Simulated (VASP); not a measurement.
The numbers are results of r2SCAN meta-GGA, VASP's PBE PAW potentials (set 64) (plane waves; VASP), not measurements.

Input for VASP

**POSCAR**
```
Ti
1
    1.4673342512    -2.5414975327     0.0000000000
    1.4673342512     2.5414975327     0.0000000000
    0.0000000000     0.0000000000     4.6312079152
Ti
2
Direct
  0.3136595597   0.6863404403   0.2500000000
  0.6666670000   0.3333330000   0.7500000000
```

**KPOINTS**
```
Automatic mesh
0
Gamma
14 14 8
0 0 0
```

INCAR:
```
SYSTEM = Ti
PREC = Accurate
ENCUT = 480
EDIFF = 1E-7
NELM = 100
ALGO = Normal
LREAL = .FALSE.
LASPH = .TRUE.
ISMEAR = 1
SIGMA = 0.1
METAGGA = R2SCAN
LMIXTAU = .TRUE.
LMAXMIX = 4
LWAVE = .FALSE.
LCHARG = .FALSE.
ISIF = 2
```

POTCAR, in this order: Ti_sv (PBE.64 set). Program: vasp_std.

The resulting files:

### OSZICAR
```
       N       E                     dE             d eps       ncg     rms          rms(c)
DAV:   1     0.236394561286E+03    0.23639E+03   -0.13442E+04  9120   0.183E+03
DAV:   2    -0.332841652339E+01   -0.23972E+03   -0.23843E+03  9368   0.496E+02
DAV:   3    -0.331696160517E+02   -0.29841E+02   -0.29609E+02 18016   0.141E+02
DAV:   4    -0.344945184779E+02   -0.13249E+01   -0.13245E+01  9360   0.317E+01
DAV:   5    -0.345701477999E+02   -0.75629E-01   -0.75626E-01 15032   0.533E+00    0.145E+01
DAV:   6    -0.271740697263E+02    0.73961E+01   -0.20898E+01 11400   0.611E+01    0.195E+00
DAV:   7    -0.246113651980E+02    0.25627E+01   -0.30532E+00 15048   0.141E+01    0.245E+00
DAV:   8    -0.254206526038E+02   -0.80929E+00   -0.60175E-01 12256   0.504E+00    0.191E+00
DAV:   9    -0.259718097044E+02   -0.55116E+00   -0.70777E-01  9136   0.110E+01    0.180E+00
DAV:  10    -0.258902676792E+02    0.81542E-01   -0.24546E-01 10632   0.567E+00    0.371E-01
DAV:  11    -0.258957199171E+02   -0.54522E-02   -0.11949E-02 12904   0.958E-01    0.246E-01
DAV:  12    -0.258893700101E+02    0.63499E-02   -0.16366E-02 12352   0.118E+00    0.917E-02
DAV:  13    -0.258899921102E+02   -0.62210E-03   -0.21731E-03 11136   0.492E-01    0.291E-02
DAV:  14    -0.258898314296E+02    0.16068E-03   -0.36406E-04 10456   0.191E-01    0.117E-02
DAV:  15    -0.258898881686E+02   -0.56739E-04   -0.10233E-04 11336   0.120E-01    0.779E-03
DAV:  16    -0.258899049591E+02   -0.16791E-04   -0.22205E-05 12856   0.442E-02    0.736E-03
DAV:  17    -0.258899035463E+02    0.14129E-05   -0.62527E-07  9120   0.784E-03    0.605E-03
DAV:  18    -0.258899065430E+02   -0.29968E-05   -0.35651E-06  9528   0.209E-02    0.252E-03
DAV:  19    -0.258899065938E+02   -0.50799E-07   -0.51514E-07 11784   0.610E-03
   1 F= -.25889907E+02 E0= -.25890218E+02  d E =0.934314E-03
```

File OUTCAR:
```
------------------------ aborting loop because EDIFF is reached ----------------------------------------
  FORCE on cell =-STRESS in cart. coord.  units (eV):
  Direction    XX          YY          ZZ          XY          YZ          ZX
  --------------------------------------------------------------------------------------
  Total        0.3516989     -0.2511024      0.0955000     -0.0000000      0.0000000      0.0000000
  in kB       16.3131786    -11.6471189      4.4296635     -0.0000000      0.0000000      0.0000000
  external PRESSURE =       3.0319077 kB  Pullay stress =       0.0000000 kB
  volume of cell :       34.54
      direct lattice vectors                 reciprocal lattice vectors
     1.467334251 -2.541497533  0.000000000     0.340753989 -0.196734403  0.000000000
     1.467334251  2.541497533  0.000000000     0.340753989  0.196734403  0.000000000
     0.000000000  0.000000000  4.631207915     0.000000000  0.000000000  0.215926389
 POSITION                                       TOTAL-FORCE (eV/Angst)
 -----------------------------------------------------------------------------------
      1.46733      0.94717      1.15780         0.000000     -0.196180      0.000000
      1.46733     -0.84717      3.47341         0.000000      0.196180     -0.000000
 -----------------------------------------------------------------------------------
    total drift:                               -0.000000      0.000017      0.000000
  FREE ENERGIE OF THE ION-ELECTRON SYSTEM (eV)
  ---------------------------------------------------
  free  energy   TOTEN  =       -25.8899065938 eV

  energy  without entropy=      -25.8908409080  energy(sigma->0) =      -25.89021803
```
(Selected blocks of OUTCAR.)

**OUTCAR**
```
 val. band max:        8.4563661109   @ k =  -0.2143   0.1429   0.3750

 cond. band min:       8.4741877656   @ k =  -0.2143   0.5000   0.3750


 Fermi energy:         8.4593274750

 k-point     1 :       0.0000    0.0000    0.0000
  band No.  band energies     occupation
      1     -50.7674      2.00000
      2     -50.6175      2.00000
      3     -26.3449      2.00000
      4     -25.6737      2.00000
      5     -25.6410      2.00000
      6     -25.5839      2.00000
      7     -25.5613      2.00000
      8     -25.5428      2.00000
      9       1.8319      2.00000
     10       5.5845      2.00000
     11       9.0737     -0.00000
     12       9.2835     -0.00000
     13       9.3793     -0.00000
     14       9.3827     -0.00000
     15       9.8558     -0.00000
     16       9.9439     -0.00000

 k-point     2 :       0.0714   -0.0000    0.0000
  band No.  band energies     occupation
      1     -50.7618      2.00000
      2     -50.6155      2.00000
      3     -26.3325      2.00000
      4     -25.6946      2.00000
      5     -25.6526      2.00000
      6     -25.5894      2.00000
      7     -25.5766      2.00000
      8     -25.5558      2.00000
      9       1.9816      2.00000
     10       5.7023      2.00000
     11       8.8314     -0.00000
     12       9.0200     -0.00000
     13       9.4565     -0.00000
     14       9.5734     -0.00000
     15       9.8709     -0.00000
     16       9.9788     -0.00000

 k-point     3 :      -0.0714    0.0714    0.0000
  band No.  band energies     occupation
      1     -50.7621      2.00000
      2     -50.6152      2.00000
      3     -26.3338      2.00000
      4     -25.6812      2.00000
      5     -25.6661      2.00000
      6     -25.5879      2.00000
      7     -25.5855      2.00000
      8     -25.5465      2.00000
      9       1.9811      2.00000
     10       5.6966      2.00000
     11       8.7967     -0.00002
     12       9.0679     -0.00000
     13       9.3898     -0.00000
...
```

The compound is Ti in the hcp structure. This cell was strained or had an atom moved on purpose.
